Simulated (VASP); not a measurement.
## FeNi (Tetrataenite): accuracy against cost in the k-mesh and SCF threshold

Aim: find how far the k-mesh and SCF threshold must be pushed for FeNi (Tetrataenite), and what that costs. The atoms are off their equilibrium sites, so that forces can be compared too. The series runs use LDA. The k-mesh tried: 3 3 2; 4 4 3; 5 5 3; 6 6 4; 8 8 6; 10 10 8; 13 13 9; 16 16 11. The SCF threshold tried: EDIFF = 0.01; EDIFF = 0.001; EDIFF = 1E-04; EDIFF = 1E-05; EDIFF = 1E-06; EDIFF = 1E-08. The atoms of the start are displaced at random from the sites of a P4/mmm cell.

Program: VASP 6.6.1. Level of theory: LDA, spin-polarised from a ferromagnetic start; plane waves and PAW (Fe, Ni). Results are calculated unless marked as measured.

**1. Set-up**

The structure is monoclinic, space group Cm (No. 8). That holds within 0.01 Å; VASP, at its tighter tolerance, finds 1 operation. The conventional cell has a = 3.582 Å, b = 3.582 Å, c = 3.582 Å, α = 90.00°, β = 90.00°, γ = 90.00°. Nearest to Fe lie 8 Ni at 2.50 to 2.56 Å and 4 Fe at 2.53 Å. Nearest to Ni lie 8 Fe at 2.50 to 2.56 Å and 4 Ni at 2.53 Å. Farther neighbours are not listed. That group holds within 0.01 Å; judged at 0.001 Å it is P1 (No. 1).

As a file:

```xyz
2
Lattice="2.5330 0.0000 0.0000 0.0000 2.5330 0.0000 0.0000 0.0000 3.5820" Properties=species:S:1:pos:R:3 pbc="T T T"
Fe    0.0009   -0.0274    0.0116
Ni    1.2752    1.2485    1.8338
```

**2. K-mesh: 3 3 2**

The sum over the zone converges with the mesh, fast for insulators and slowly for metals. LDA, the lowest rung, knows the local density alone.

Contents of INCAR:

```
SYSTEM = FeNi
PREC = Accurate
ENCUT = 400
EDIFF = 1E-06
NELM = 100
ISMEAR = -1
SIGMA = 0.05
LREAL = .FALSE.
ALGO = Normal
GGA = CA
NBANDS = 19
ISPIN = 2
MAGMOM = 3 1
LASPH = .TRUE.
LMAXMIX = 4
LORBIT = 11
LWAVE = .FALSE.
LCHARG = .FALSE.
KPAR = 2
ISIF = 2
```

Contents of POSCAR:

```
FeNi
1.0
    2.5330000000      0.0000000000      0.0000000000
    0.0000000000      2.5330000000      0.0000000000
    0.0000000000      0.0000000000      3.5820000000
Fe Ni
1 1
Direct
    0.0003430000     -0.0108140000      0.0032510000
    0.5034410000      0.4928870000      0.5119550000
```

Contents of KPOINTS:

```
Automatic mesh
0
Gamma
3 3 2
0 0 0
```

The projector-augmented-wave data sets are Fe and Ni (PBE family, release 64).

On the command line:

```
mpirun -np 2 vasp_std
```

The log of the run:

```text
[banner, memory and clock lines left out]
running    2 mpi-ranks, on    1 nodes
 distrk:  each k-point on    1 cores,    2 groups
 distr:  one band on    1 cores,    1 groups

 POSCAR found type information on POSCAR FeNi
 POSCAR found :  2 types and       2 ions
|                                                                             |
|               ----> ADVICE to this user running VASP <----                  |
|                                                                             |
|     You enforced a specific xc type in the INCAR file but a different       |
|     [... a line on the potential file left out ...]
|     I HOPE YOU KNOW WHAT YOU ARE DOING!                                     |
|                                                                             |

 LDA part: xc-table for (Slater(with rela. corr.)+CA(PZ))
 , standard interpolation
 POSCAR, INCAR and KPOINTS ok, starting setup
 FFT: planning ... GRIDC
 FFT: planning ... GRID_SOFT
 FFT: planning ... GRID
 WAVECAR not read
 entering main loop
       N       E                     dE             d eps       ncg     rms          rms(c)
DAV:   1     0.698804561570E+02    0.69880E+02   -0.70419E+03   832   0.105E+03
DAV:   2    -0.151027078147E+02   -0.84983E+02   -0.76523E+02   763   0.200E+02
DAV:   3    -0.184953886923E+02   -0.33927E+01   -0.32228E+01   837   0.498E+01
DAV:   4    -0.185301927891E+02   -0.34804E-01   -0.34788E-01   920   0.466E+00
DAV:   5    -0.185309086414E+02   -0.71585E-03   -0.71579E-03   889   0.626E-01    0.160E+01
DAV:   6    -0.163370084982E+02    0.21939E+01   -0.12776E+01   830   0.678E+01    0.113E+01
DAV:   7    -0.171141416534E+02   -0.77713E+00   -0.58552E+00   968   0.542E+01    0.240E+01
DAV:   8    -0.158107865712E+02    0.13034E+01   -0.55758E+00   974   0.382E+01    0.493E+00
DAV:   9    -0.157755207518E+02    0.35266E-01   -0.12919E-01  1011   0.532E+00    0.189E+00
DAV:  10    -0.157575287799E+02    0.17992E-01   -0.16424E-02  1204   0.252E+00    0.611E-01
DAV:  11    -0.157551954201E+02    0.23334E-02   -0.35898E-03  1116   0.855E-01    0.298E-01
DAV:  12    -0.157550102888E+02    0.18513E-03   -0.42709E-04  1064   0.492E-01    0.116E-01
DAV:  13    -0.157550500034E+02   -0.39715E-04   -0.84122E-05  1113   0.131E-01    0.495E-02
DAV:  14    -0.157550513697E+02   -0.13663E-05   -0.98339E-06  1022   0.493E-02    0.206E-02
DAV:  15    -0.157550494268E+02    0.19429E-05   -0.17738E-06   575   0.203E-02    0.981E-03
DAV:  16    -0.157550493323E+02    0.94504E-07   -0.62922E-07   476   0.102E-02
   1 F= -.15755049E+02 E0= -.15743360E+02  d E =-.233782E-01  mag=     3.6388
```

Wall time 7.6 s (2 MPI ranks of AMD EPYC 7R43, shared host); peak memory 0.17 GiB; 11 s of CPU time.

The logs omit lines about the potential files and the build; timing stands in the text.

From OUTCAR (step 2):

```text
ion  position               nearest neighbor table
   1  0.000  0.989  0.003-   2 2.50   2 2.51   2 2.51   2 2.52   2 2.55   2 2.55   2 2.56   2 2.56

  LATTYP: Found a simple tetragonal cell.
 ALAT       =     2.5330000000
 C/A-ratio  =     1.4141334386

 Subroutine GETGRP returns: Found  1 space group operations
 (whereof  1 operations were pure point group operations)

The static configuration has the point symmetry C_1 .

 Found     10 irreducible k-points:

   k-points           NKPTS =     10   k-points in BZ     NKDIM =     10   number of bands    NBANDS=     19

   dimension x,y,z NGX =    18 NGY =   18 NGZ =   24
   dimension x,y,z NGXF=    36 NGYF=   36 NGZF=   48

   ENCUT  =  400.0 eV  29.40 Ry    5.42 a.u.   4.13  4.13  5.84*2*pi/ulx,y,z

   NELECT =      18.0000    total number of electrons

 k-points in reciprocal lattice and weights: Automatic mesh
   0.00000000  0.00000000  0.00000000       0.056
   0.33333333  0.00000000  0.00000000       0.111
   0.00000000  0.33333333  0.00000000       0.111
   0.33333333  0.33333333  0.00000000       0.111
  -0.33333333  0.33333333  0.00000000       0.111
   0.00000000  0.00000000  0.50000000       0.056
   0.33333333  0.00000000  0.50000000       0.111
   0.00000000  0.33333333  0.50000000       0.111
   0.33333333  0.33333333  0.50000000       0.111
  -0.33333333  0.33333333  0.50000000       0.111

 average (electrostatic) potential at core
       1 -41.9717       2 -83.7770

 E-fermi :   6.5053

 spin component 1
 k-point     1 :       0.0000    0.0000    0.0000
  band No.  band energies     occupation
    ...
      7       5.3510      1.00000
      8       5.3661      1.00000
      9       6.1232      0.99952
     10       6.3495      0.95756
     11       6.3499      0.95718
     12       9.2351      0.00000
     13      15.9521      0.00000
     14      21.1312      0.00000
     15      21.1314      0.00000
     16      26.0343      0.00000
    ...

 k-point     2 :       0.3333    0.0000    0.0000
  band No.  band energies     occupation
    ...
      7       4.8268      1.00000
      8       4.9050      1.00000
      9       5.3350      1.00000
     10       5.8934      1.00000
     11       6.0244      0.99993
     12      11.5419      0.00000
     13      14.1873      0.00000
     14      17.1720      0.00000
     15      22.5966      0.00000
     16      23.3804      0.00000
    ...

 k-point     3 :       0.0000    0.3333    0.0000
  band No.  band energies     occupation
    ...
      7       4.8265      1.00000
      8       4.9049      1.00000
      9       5.3350      1.00000
     10       5.8935      1.00000
     11       6.0243      0.99993
     12      11.5420      0.00000
     13      14.1872      0.00000
     14      17.1719      0.00000
     15      22.5967      0.00000
     16      23.3804      0.00000
    ...

 k-point     4 :       0.3333    0.3333    0.0000
  band No.  band energies     occupation
    ...
      7       5.6596      1.00000
      8       5.7312      1.00000
      9       5.7417      1.00000
     10       5.9062      0.99999
     11       6.3524      0.95507
     12      12.1506      0.00000
     13      16.2865      0.00000
     14      16.9431      0.00000
     15      18.5598      0.00000
     16      22.0323      0.00000
    ...

 k-point     5 :      -0.3333    0.3333    0.0000
  band No.  band energies     occupation
    ...
      7       5.6556      1.00000
      8       5.7305      1.00000
      9       5.7419      1.00000
     10       5.9062      0.99999
     11       6.3526      0.95496
     12      12.1509      0.00000
     13      16.2858      0.00000
     14      16.9430      0.00000
     15      18.5596      0.00000
     16      22.0322      0.00000
    ...

 k-point     6 :       0.0000    0.0000    0.5000
  band No.  band energies     occupation
    ...
      8       5.0373      1.00000
      9       5.2949      1.00000
     10       5.2955      1.00000
     11       5.6538      1.00000
     12       5.8235      1.00000
     13      25.2793      0.00000
     14      25.2799      0.00000
     15      25.6627      0.00000
     16      25.6632      0.00000
     17      25.9998      0.00000
    ...

  Total       -1.9357958     -1.9360913     -2.7815549      0.0002044      0.0063799      0.0052006
  in kB     -134.9503999   -134.9710001   -193.9109146      0.0142481      0.4447597      0.3625510
  external PRESSURE =    -154.6107715 kB  Pullay stress =       0.0000000 kB

  energy-cutoff  :      400.00
  volume of cell :       22.98
      direct lattice vectors                 reciprocal lattice vectors
     2.533000000  0.000000000  0.000000000     0.394788788  0.000000000  0.000000000
     0.000000000  2.533000000  0.000000000     0.000000000  0.394788788  0.000000000
     0.000000000  0.000000000  3.582000000     0.000000000  0.000000000  0.279173646

 POSITION                                       TOTAL-FORCE (eV/Angst)
 -----------------------------------------------------------------------------------
      0.00087      2.50561      0.01165         0.026890      0.032946      0.221926
      1.27522      1.24848      1.83382        -0.026890     -0.032946     -0.221926
 -----------------------------------------------------------------------------------
    total drift:                                0.000384     -0.000168      0.000233

  FREE ENERGIE OF THE ION-ELECTRON SYSTEM (eV)
  ---------------------------------------------------
  free  energy   TOTEN  =       -15.7550493323 eV

  energy  without entropy=      -15.7316711018  energy(sigma->0) =      -15.74336022

 total charge
# of ion       s       p       d       tot
------------------------------------------
    1        0.478   0.517   6.127   7.122
    2        0.531   0.532   8.287   9.350
--------------------------------------------------
tot          1.009   1.049  14.414  16.471

 magnetization (x)
# of ion       s       p       d       tot
------------------------------------------
    1        0.010   0.007   2.842   2.859
    2       -0.021  -0.030   0.788   0.737
--------------------------------------------------
tot         -0.011  -0.023   3.630   3.595

[... 6 further parts left out ...]
```

The magnetic state follows from one typed start and may not be the lowest. The PAW data sets were made with PBE, though LDA sets exist; this is a small mismatch.

Numbers from this step:

* SCF cycles: 16
* electrons: 18
* bands: 19
* irreducible k-points: 10
* symmetry operations: 1
* free energy (TOTEN): -15.76 eV
* energy at zero smearing: -15.74 eV
* Fermi energy: 6.505 eV
* pressure: -15.46 GPa
* moment of the cell, from the last line of the log: 3.639 μB
* metallic: yes

Spin moment in the PAW sphere by atom:

| atom | spin moment in the PAW sphere (μB) |
| --- | --- |
| Fe1 | 2.86 |
| Ni2 | 0.74 |

The series starts at -7.8717 eV an atom and -15.46 GPa, after 16 cycles in 7.6 s.

**3. K-mesh: 4 4 3**

INCAR is that of step 2.

POSCAR is that of step 2.

Contents of KPOINTS:

```
Automatic mesh
0
Gamma
4 4 3
0 0 0
```

On the command line:

```
mpirun -np 2 vasp_std
```

The log of the run:

```text
[banner, memory and clock lines left out]
running    2 mpi-ranks, on    1 nodes
[...]
[... a notice as in an earlier step ...]

 LDA part: xc-table for (Slater(with rela. corr.)+CA(PZ))
 , standard interpolation
 POSCAR, INCAR and KPOINTS ok, starting setup
[...]
entering main loop
       N       E                     dE             d eps       ncg     rms          rms(c)
DAV:   1     0.703191276434E+02    0.70319E+02   -0.68940E+03  2168   0.103E+03
DAV:   2    -0.152570276801E+02   -0.85576E+02   -0.77356E+02  2003   0.201E+02
DAV:   3    -0.183291125333E+02   -0.30721E+01   -0.29764E+01  2231   0.484E+01
DAV:   4    -0.183586098207E+02   -0.29497E-01   -0.29482E-01  2294   0.426E+00
[...]
DAV:  13    -0.157415762101E+02    0.58004E-04   -0.82855E-05  2654   0.257E-01    0.965E-02
DAV:  14    -0.157415786990E+02   -0.24889E-05   -0.46101E-05  3166   0.168E-01    0.400E-02
DAV:  15    -0.157415781921E+02    0.50686E-06   -0.73043E-06  2551   0.616E-02
   1 F= -.15741578E+02 E0= -.15733264E+02  d E =-.166293E-01  mag=     3.1796
```

Run time: 9.2 s. Hardware: 2 MPI ranks; peak memory 0.18 GiB; 13 s of CPU time.

Parts of OUTCAR (step 3):

```text
  Total       -3.0724113     -3.0726245     -2.2997746      0.0002910      0.0049908      0.0040342
  in kB     -214.1874298   -214.2022925   -160.3244966      0.0202841      0.3479221      0.2812387
  external PRESSURE =    -196.2380730 kB  Pullay stress =       0.0000000 kB

 POSITION                                       TOTAL-FORCE (eV/Angst)
 -----------------------------------------------------------------------------------
      0.00087      2.50561      0.01165         0.028925      0.035338      0.209014
      1.27522      1.24848      1.83382        -0.028925     -0.035338     -0.209014
 -----------------------------------------------------------------------------------
    total drift:                                0.000386     -0.000169      0.000256

  FREE ENERGIE OF THE ION-ELECTRON SYSTEM (eV)
  ---------------------------------------------------
  free  energy   TOTEN  =       -15.7415781921 eV

  energy  without entropy=      -15.7249488436  energy(sigma->0) =      -15.73326352

 magnetization (x)
# of ion       s       p       d       tot
------------------------------------------
    1       -0.002  -0.025   2.578   2.551
    2       -0.023  -0.057   0.701   0.621
--------------------------------------------------
tot         -0.025  -0.082   3.279   3.172

[... 1 part as in an earlier step ...]

[... 2 further parts left out ...]
[key lines of the parts left out:]
E-fermi :   7.0743
```

Against the run before the energy moves by +5.05 meV an atom and the pressure by -4.16 GPa, after 15 cycles in 9.2 s.

**4. K-mesh: 5 5 3**

INCAR is that of step 3.

POSCAR is that of step 3.

Contents of KPOINTS:

```
Automatic mesh
0
Gamma
5 5 3
0 0 0
```

On the command line:

```
mpirun -np 2 vasp_std
```

The log of the run:

```text
[... set-up lines as in an earlier step ...]
 entering main loop
       N       E                     dE             d eps       ncg     rms          rms(c)
DAV:   1     0.693751937316E+02    0.69375E+02   -0.70017E+03  3176   0.104E+03
DAV:   2    -0.151660082787E+02   -0.84541E+02   -0.76205E+02  2915   0.199E+02
DAV:   3    -0.183247415006E+02   -0.31587E+01   -0.30457E+01  3135   0.488E+01
DAV:   4    -0.183569099865E+02   -0.32168E-01   -0.32151E-01  3390   0.452E+00
[...]
DAV:  13    -0.157321098397E+02    0.16831E-04   -0.56776E-05  3962   0.192E-01    0.329E-02
DAV:  14    -0.157321116781E+02   -0.18384E-05   -0.73481E-06  3853   0.438E-02    0.167E-02
DAV:  15    -0.157321109601E+02    0.71796E-06   -0.15802E-06  1755   0.344E-02
   1 F= -.15732111E+02 E0= -.15726809E+02  d E =-.106045E-01  mag=     3.3037
```

Wall time 11 s (2 MPI ranks); peak memory 0.19 GiB; 18 s of CPU time.

Parts of OUTCAR (step 4):

```text
  Total       -2.6130087     -2.6132941     -2.6285523      0.0003969      0.0059565      0.0048440
  in kB     -182.1610341   -182.1809261   -183.2446269      0.0276722      0.4152483      0.3376929
  external PRESSURE =    -182.5288624 kB  Pullay stress =       0.0000000 kB

 POSITION                                       TOTAL-FORCE (eV/Angst)
 -----------------------------------------------------------------------------------
      0.00087      2.50561      0.01165         0.027040      0.033118      0.201250
      1.27522      1.24848      1.83382        -0.027040     -0.033118     -0.201250
 -----------------------------------------------------------------------------------
    total drift:                                0.000379     -0.000199      0.000087

  FREE ENERGIE OF THE ION-ELECTRON SYSTEM (eV)
  ---------------------------------------------------
  free  energy   TOTEN  =       -15.7321109601 eV

  energy  without entropy=      -15.7215064962  energy(sigma->0) =      -15.72680873

 magnetization (x)
# of ion       s       p       d       tot
------------------------------------------
    1       -0.002  -0.012   2.626   2.612
    2       -0.021  -0.048   0.742   0.673
--------------------------------------------------
tot         -0.022  -0.061   3.368   3.284

[... 1 part as in an earlier step ...]

[... 2 further parts left out ...]
[key lines of the parts left out:]
E-fermi :   6.9732
```

Against the run before the energy moves by +3.23 meV an atom and the pressure by +1.37 GPa, after 15 cycles in 11 s.

**5. K-mesh: 6 6 4**

INCAR is that of step 4.

POSCAR is that of step 4.

Contents of KPOINTS:

```
Automatic mesh
0
Gamma
6 6 4
0 0 0
```

On the command line:

```
mpirun -np 2 vasp_std
```

The log of the run:

```text
[... set-up lines as in an earlier step ...]
 entering main loop
       N       E                     dE             d eps       ncg     rms          rms(c)
DAV:   1     0.705689471826E+02    0.70569E+02   -0.70069E+03  6355   0.105E+03
DAV:   2    -0.152049001560E+02   -0.85774E+02   -0.77280E+02  5821   0.200E+02
DAV:   3    -0.183945164170E+02   -0.31896E+01   -0.30784E+01  6334   0.491E+01
DAV:   4    -0.184268972483E+02   -0.32381E-01   -0.32362E-01  6930   0.449E+00
[...]
DAV:  13    -0.157446536875E+02    0.28863E-04   -0.63663E-05  8733   0.193E-01    0.539E-02
DAV:  14    -0.157446502743E+02    0.34133E-05   -0.44457E-06  5961   0.432E-02    0.195E-02
DAV:  15    -0.157446510408E+02   -0.76647E-06   -0.16267E-06  4407   0.231E-02
   1 F= -.15744651E+02 E0= -.15735648E+02  d E =-.180063E-01  mag=     3.2331
```

Run time: 20 s. Hardware: 2 MPI ranks; peak memory 0.21 GiB; 34 s of CPU time.

Parts of OUTCAR (step 5):

```text
  Total       -2.9689544     -2.9692555     -2.4704474     -0.0000285      0.0059726      0.0048590
  in kB     -206.9751237   -206.9961140   -172.2226342     -0.0019840      0.4163694      0.3387327
  external PRESSURE =    -195.3979573 kB  Pullay stress =       0.0000000 kB

 POSITION                                       TOTAL-FORCE (eV/Angst)
 -----------------------------------------------------------------------------------
      0.00087      2.50561      0.01165         0.025233      0.030942      0.202405
      1.27522      1.24848      1.83382        -0.025233     -0.030942     -0.202405
 -----------------------------------------------------------------------------------
    total drift:                                0.000375     -0.000182      0.000107

  FREE ENERGIE OF THE ION-ELECTRON SYSTEM (eV)
  ---------------------------------------------------
  free  energy   TOTEN  =       -15.7446510408 eV

  energy  without entropy=      -15.7266447421  energy(sigma->0) =      -15.73564789

 magnetization (x)
# of ion       s       p       d       tot
------------------------------------------
    1        0.000  -0.000   2.548   2.548
    2       -0.023  -0.035   0.712   0.654
--------------------------------------------------
tot         -0.022  -0.035   3.260   3.202

[... 1 part as in an earlier step ...]

[... 2 further parts left out ...]
[key lines of the parts left out:]
E-fermi :   6.8403
```

Against the run before the energy moves by -4.42 meV an atom and the pressure by -1.29 GPa, after 15 cycles in 20 s.

(Part 1 of 3 ends here.)

[Lines on the potential files, build, host, timing and source positions are cut from VASP's logs without a mark.]

[Logs are printed without paths, hosts, clocks, repeated set-up lines and the standing remarks that a program may print on its own settings, such as how far it seeks lower states.]

[Hosts, paths, dates, database ids (printed as entryN), source tags and the programs' standing remarks are cut or masked in the printed files.]

[A measured line is paired with the nearest computed mode of its activity, which favours agreement.]

[In band tables of VASP the shares of atoms and orbitals are scaled to a sum of 1 inside the atoms' spheres.]
